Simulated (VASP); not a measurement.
The system is Fe2O3.

```
CELL_PARAMETERS angstrom
2.51900 1.45435 4.59067
-2.51900 1.45435 4.59067
0.00000 -2.90869 4.59067
ATOMIC_POSITIONS crystal
Fe 0.35530 0.35530 0.35530
Fe 0.14470 0.14470 0.14470
Fe 0.64470 0.64470 0.64470
Fe 0.85530 0.85530 0.85530
O 0.55590 0.94410 0.25000
O 0.25000 0.55590 0.94410
O 0.94410 0.25000 0.55590
O 0.44410 0.05590 0.75000
O 0.75000 0.44410 0.05590
O 0.05590 0.75000 0.44410
```

- Program: VASP 6.6.1
- Task: relaxation of cell and atoms
- Functional: rev-vdW-DF2
- Potentials or basis: VASP PAW PBE potentials, release 64 (Fe, O)
- Cutoff: 600 eV
- k mesh: 9 × 9 × 9
- Occupations: methfessel-paxton, width 0.1 eV
- Spin: collinear spin, ferromagnetic start
- Starting moments: [4.0, 4.0, 4.0, 4.0, 0.0, 0.0, 0.0, 0.0, 0.0, 0.0] μB
- Hubbard terms: Fe d U = 5.3 eV

At the start: pressure 3.2 GPa; volume 10.09 Å³/atom.

Task: Where does the relaxation end?

Result: Over 7 steps the energy falls by 5.1 meV/atom and the volume is 10.24 Å³/atom (+1.4 %); space group R-3c (No. 167, to 0.05 Å); moment 20.00 μB per cell.

The path:
```
step  energy change (eV)  largest force (eV/Å)  pressure (GPa)  volume (Å³)
   1              0.0000                0.4301            3.24       100.91
   2             -0.0360                0.0718           -2.92       103.91
   3             -0.0437                0.1724           -1.19       102.99
   4             -0.0511                0.0185            0.09       102.28
   5             -0.0511                0.0203            0.03       102.32
   6             -0.0513                0.0131            0.04       102.33
   7             -0.0514                0.0017            0.00       102.36
```

Final structure:
```
Fe O
1.0
     2.54034    1.46667    4.57885
    -2.54034    1.46667    4.57885
     0.00000   -2.93333    4.57885
Fe O
4 6
Direct
  0.35332 0.35332 0.35332
  0.14668 0.14668 0.14668
  0.64668 0.64668 0.64668
  0.85332 0.85332 0.85332
  0.55416 0.94584 0.25000
  0.25000 0.55416 0.94584
  0.94584 0.25000 0.55416
  0.44584 0.05416 0.75000
  0.75000 0.44584 0.05416
  0.05416 0.75000 0.44584
```

Caveat: the PAW data sets were made with another functional, which shifts forces and pressure a little; only a ferromagnetic start was run, and an antiferromagnetic order may lie lower in energy.
